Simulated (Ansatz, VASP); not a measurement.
# TaAs: VASP beside Ansatz

Wanted: the spread between two codes on one cell, functional and k mesh. The cell is taken from a series of VASP runs on this material, whose earlier steps may have relaxed, scaled or displaced it; both programs get it as it stands.

Main program and level: Ansatz 0.2.0; plane waves, with VASP 6.6.1 beside it; relaxation of cell and atoms at PBEsol.

## 1. The structure

Symmetry: I4_1md, No. 109, tetragonal system. Conventional cell: a = 3.444 Å, b = 3.444 Å, c = 11.736 Å, α = 90.00°, β = 90.00°, γ = 90.00°. Nearest to Ta lie 6 As at 2.61 to 2.62 Å. Nearest to As lie 6 Ta at 2.61 to 2.62 Å. Farther neighbours are not listed.

Structure file:

```cif
data_structure
_symmetry_space_group_name_H-M 'P 1'
_symmetry_Int_Tables_number 1
_cell_length_a 6.3531
_cell_length_b 6.3531
_cell_length_c 6.3531
_cell_angle_alpha 148.550
_cell_angle_beta 148.550
_cell_angle_gamma 45.074
_cell_volume 69.59
loop_
_atom_site_label
_atom_site_type_symbol
_atom_site_fract_x
_atom_site_fract_y
_atom_site_fract_z
_atom_site_occupancy
Ta1 Ta 0.49997 0.49997 0.00000 1
Ta2 Ta 0.24997 0.74997 0.50000 1
As3 As 0.08263 0.08263 0.00000 1
As4 As 0.83263 0.33263 0.50000 1
```

## 2. VASP: relaxation of cell and atoms, PBEsol

The relaxed volume is the usual yardstick between codes: its relative difference is about their pressure difference at one cell divided by the bulk modulus.

Lines of VASP's logs that name or quote its potential files are left out, and so is its time.

The input, INCAR:

```
SYSTEM = TaAs
PREC = Accurate
ENCUT = 450
EDIFF = 1E-07
NELM = 100
ISMEAR = 1
SIGMA = 0.15
LREAL = .FALSE.
ALGO = Normal
GGA = PS
NBANDS = 22
LORBIT = 11
LWAVE = .FALSE.
LCHARG = .FALSE.
KPAR = 4
IBRION = 2
NSW = 50
ISIF = 3
EDIFFG = -0.002
```

The input, POSCAR:

```
TaAs
1.0
   -1.7218133622      1.7218133622      5.8679415361
    1.7218133622     -1.7218133622      5.8679415361
    1.7218133622      1.7218133622     -5.8679415361
Ta As
2 2
Direct
    0.4999673000      0.4999673000      0.0000000000
    0.2499673000      0.7499673000      0.5000000000
    0.0826321200      0.0826321200      0.0000000000
    0.8326321200      0.3326321200      0.5000000000
```

The input, KPOINTS:

```
Automatic mesh
0
Gamma
14 14 14
0 0 0
```

PAW data sets: Ta_pv and As (PBE family, release 64).

On the command line:

```console
mpirun -np 4 vasp_std
```

Numbers of over 12 decimals in the logs are rounded to 6 here.

What it wrote:

```text
[banner, memory and clock lines left out]
running    4 mpi-ranks, on    1 nodes
 distrk:  each k-point on    1 cores,    4 groups
 distr:  one band on    1 cores,    1 groups

 POSCAR found type information on POSCAR TaAs
 POSCAR found :  2 types and       4 ions
|                                                                             |
|               ----> ADVICE to this user running VASP <----                  |
|                                                                             |
|     You enforced a specific xc type in the INCAR file but a different       |
|     [... a line on the potential file left out ...]
|     I HOPE YOU KNOW WHAT YOU ARE DOING!                                     |
|                                                                             |

 LDA part: xc-table for (Slater+PW92), standard interpolation
 POSCAR, INCAR and KPOINTS ok, starting setup
 FFT: planning ... GRIDC
 FFT: planning ... GRID_SOFT
 FFT: planning ... GRID
 WAVECAR not read
 entering main loop
       N       E                     dE             d eps       ncg     rms          rms(c)
DAV:   1     0.219288161062E+03    0.21929E+03   -0.15323E+04 10752   0.125E+03
DAV:   2    -0.297861477652E+02   -0.24907E+03   -0.23895E+03 12426   0.347E+02
DAV:   3    -0.394202501569E+02   -0.96341E+01   -0.93745E+01 13904   0.611E+01
DAV:   4    -0.395806399212E+02   -0.16039E+00   -0.15950E+00 13082   0.751E+00
DAV:   5    -0.395841847787E+02   -0.35449E-02   -0.35420E-02 13840   0.889E-01    0.215E+01
DAV:   6    -0.378456534959E+02    0.17385E+01   -0.52665E+00 13126   0.139E+01    0.911E+00
DAV:   7    -0.377331595381E+02    0.11249E+00   -0.49572E-01 15044   0.444E+00    0.261E+00
DAV:   8    -0.377136851807E+02    0.19474E-01   -0.46461E-02 13274   0.999E-01    0.253E-01
DAV:   9    -0.377133453668E+02    0.33981E-03   -0.39168E-03 13714   0.329E-01    0.107E-01
DAV:  10    -0.377132880260E+02    0.57341E-04   -0.39541E-04 12974   0.162E-01    0.188E-02
DAV:  11    -0.377132863883E+02    0.16378E-05   -0.30087E-05 14408   0.294E-02    0.126E-02
DAV:  12    -0.377132833041E+02    0.30842E-05   -0.94049E-06 13228   0.208E-02    0.127E-03
DAV:  13    -0.377132833109E+02   -0.68148E-08   -0.41879E-07 12682   0.409E-03
   1 F= -.37713283E+02 E0= -.37713552E+02  d E =-.377133E+02
[... from here on, the cycles between the ionic steps are left out ...]
   2 F= -.37678685E+02 E0= -.37678894E+02  d E =0.345980E-01
   3 F= -.37726276E+02 E0= -.37726528E+02  d E =-.129926E-01
   4 F= -.37726276E+02 E0= -.37726528E+02  d E =-.129927E-01
   5 F= -.37727332E+02 E0= -.37727572E+02  d E =-.105586E-02
   6 F= -.37727493E+02 E0= -.37727717E+02  d E =-.121653E-02
   7 F= -.37727569E+02 E0= -.37727799E+02  d E =-.764345E-04
   8 F= -.37727583E+02 E0= -.37727811E+02  d E =-.900813E-04
   9 F= -.37727577E+02 E0= -.37727805E+02  d E =0.573997E-05
 trial-energy change:    0.000006  1 .order    0.000006   -0.000020    0.000032
 step:   0.3615(harm=  0.3448)  dis= 0.00009  next Energy=   -37.727587 (dE=-0.392E-05)
 bond charge predicted
       N       E                     dE             d eps       ncg     rms          rms(c)
DAV:   1    -0.377276143801E+02   -0.37486E-04   -0.10857E-03 10880   0.307E-01    0.456E-02
DAV:   2    -0.377275925722E+02    0.21808E-04   -0.63869E-05 11282   0.653E-02    0.170E-02
DAV:   3    -0.377275873487E+02    0.52235E-05   -0.13522E-05 13148   0.278E-02    0.391E-03
DAV:   4    -0.377275867800E+02    0.56868E-06   -0.11769E-06 13318   0.598E-03    0.164E-03
DAV:   5    -0.377275866173E+02    0.16274E-06   -0.23403E-07 10360   0.381E-03    0.152E-03
DAV:   6    -0.377275864934E+02    0.12389E-06   -0.22673E-08  5908   0.111E-03    0.211E-04
DAV:   7    -0.377275864971E+02   -0.36598E-08   -0.75932E-09  5542   0.520E-04
  10 F= -.37727586E+02 E0= -.37727815E+02  d E =-.386710E-05
 curvature:  -0.19 expect dE=-0.788E-07 dE for cont linesearch -0.425E-07
 trial: gam= 0.00000 g(F)=  0.180E-08 g(S)=  0.414E-06 ort =-0.230E-05 (trialstep = 0.804E+00)
 search vector abs. value=  0.416E-06
 reached required accuracy - stopping structural energy minimisation
```

OUTCAR, selected parts (step 2):

```text
ion  position               nearest neighbor table
   1  0.500  0.500  0.000-   4 2.61   4 2.61   3 2.62   3 2.62   3 2.62   3 2.62   2 3.40   2 3.40
                             2 3.40   2 3.40
   2  0.250  0.750  0.500-   3 2.61   3 2.61   4 2.62   4 2.62   4 2.62   4 2.62   1 3.40   1 3.40
                             1 3.40   1 3.40
   3  0.083  0.083  0.000-   2 2.61   2 2.61   1 2.62   1 2.62   1 2.62   1 2.62
   4  0.833  0.333  0.500-   1 2.61   1 2.61   2 2.62   2 2.62   2 2.62   2 2.62

  LATTYP: Found a body centered tetragonal cell.
 ALAT       =     3.4436267244
 C/A-ratio  =     3.4080009279

 Subroutine GETGRP returns: Found  8 space group operations
 (whereof  4 operations were pure point group operations)

The static configuration has the point symmetry C_2v.
 The point group associated with its full space group is C_4v.

 Found    244 irreducible k-points:

   k-points           NKPTS =    244   k-points in BZ     NKDIM =    244   number of bands    NBANDS=     22

   dimension x,y,z NGX =    48 NGY =   48 NGZ =   48
   dimension x,y,z NGXF=    96 NGYF=   96 NGZF=   96

   ENCUT  =  450.0 eV  33.07 Ry    5.75 a.u.  10.99 10.99 10.99*2*pi/ulx,y,z

   NELECT =      32.0000    total number of electrons

 k-points in reciprocal lattice and weights: Automatic mesh
   0.00000000  0.00000000  0.00000000       0.000
   0.07142857  0.00000000 -0.00000000       0.003
   0.14285714  0.00000000 -0.00000000       0.003
   0.21428571  0.00000000 -0.00000000       0.003
   0.28571429  0.00000000  0.00000000       0.003
   0.35714286 -0.00000000  0.00000000       0.003
   0.42857143  0.00000000 -0.00000000       0.003
   0.50000000  0.00000000 -0.00000000       0.001
   0.07142857  0.07142857  0.00000000       0.003
[...]
-0.42857143 -0.42857143  0.42857143       0.001
   0.50000000  0.50000000  0.50000000       0.000

 average (electrostatic) potential at core
       1 -35.8592       2 -35.8592       3 -47.4961       4 -47.4961

 E-fermi :   6.9897

 k-point     1 :       0.0000    0.0000    0.0000
  band No.  band energies     occupation
    ...
     12       4.4883      2.00000
     13       4.5911      2.00000
     14       5.0333      2.00000
     15       5.3486      2.00000
     16       5.3486      2.00000
     17       7.8884     -0.00000
     18       8.5919     -0.00000
     19       9.4097     -0.00000
     20      10.1469      0.00000
     21      10.1469      0.00000
    ...

 k-point     2 :       0.0714    0.0000   -0.0000
  band No.  band energies     occupation
    ...
     12       4.4322      2.00000
     13       4.6734      2.00000
     14       4.9051      2.00000
     15       5.3271      2.00000
     16       5.4915      2.00000
     17       7.7833     -0.00000
     18       8.4614     -0.00000
     19       9.4401     -0.00000
     20       9.8464     -0.00000
     21      10.3410      0.00000
    ...

 k-point     3 :       0.1429    0.0000   -0.0000
  band No.  band energies     occupation
    ...
     12       4.2869      2.00000
     13       4.7886      2.00000
     14       4.9987      2.00000
     15       5.2296      2.00000
     16       5.7496      2.00000
     17       7.5929     -0.00000
     18       8.2415     -0.00000
     19       9.0552     -0.00000
     20       9.6912     -0.00000
     21      10.1409      0.00000
    ...

  Total        0.0041202      0.0041202     -0.0005918      0.0000000      0.0000000      0.0000000
  in kB        0.0966339      0.0966339     -0.0138793      0.0000000      0.0000000      0.0000000
  external PRESSURE =       0.0597962 kB  Pullay stress =       0.0000000 kB

  energy-cutoff  :      450.00
  volume of cell :       68.31
      direct lattice vectors                 reciprocal lattice vectors
    -1.716237793  1.716237793  5.798051943     0.000000000  0.291334920  0.086235861
     1.716237793 -1.716237793  5.798051943     0.291334920  0.000000000  0.086235861
     1.716237793  1.716237793 -5.798051943     0.291334920  0.291334920  0.000000000

 POSITION                                       TOTAL-FORCE (eV/Angst)
 -----------------------------------------------------------------------------------
      0.00000      0.00000      5.80161        -0.000000      0.000000     -0.000096
      1.71624     -0.00000      2.90259         0.000000     -0.000000     -0.000096
      0.00000      0.00000      0.95427         0.000000      0.000000      0.000096
      0.00000      1.71624      3.85330        -0.000000     -0.000000      0.000096
 -----------------------------------------------------------------------------------
    total drift:                                0.000000      0.000000      0.000265

  FREE ENERGIE OF THE ION-ELECTRON SYSTEM (eV)
  ---------------------------------------------------
  free  energy   TOTEN  =       -37.7275864971 eV

  energy  without entropy=      -37.7282714436  energy(sigma->0) =      -37.72781481

 reached required accuracy - stopping structural energy minimisation

 total charge
# of ion       s       p       d       tot
------------------------------------------
    1        0.280   6.167   2.421   8.868
    2        0.280   6.167   2.421   8.868
    3        1.191   1.684   0.086   2.961
    4        1.191   1.684   0.086   2.961
--------------------------------------------------
tot          2.942  15.702   5.013  23.657

[... 3 further parts left out ...]
```

(Part 1 of 2 ends here.)

[Lines on the potential files, build, host, timing and source positions are cut from VASP's logs without a mark.]

[Logs are printed without paths, hosts, clocks, repeated set-up lines and the standing remarks that a program may print on its own settings, such as how far it seeks lower states.]

[Hosts, paths, dates, database ids (printed as entryN), source tags and the programs' standing remarks are cut or masked in the printed files.]
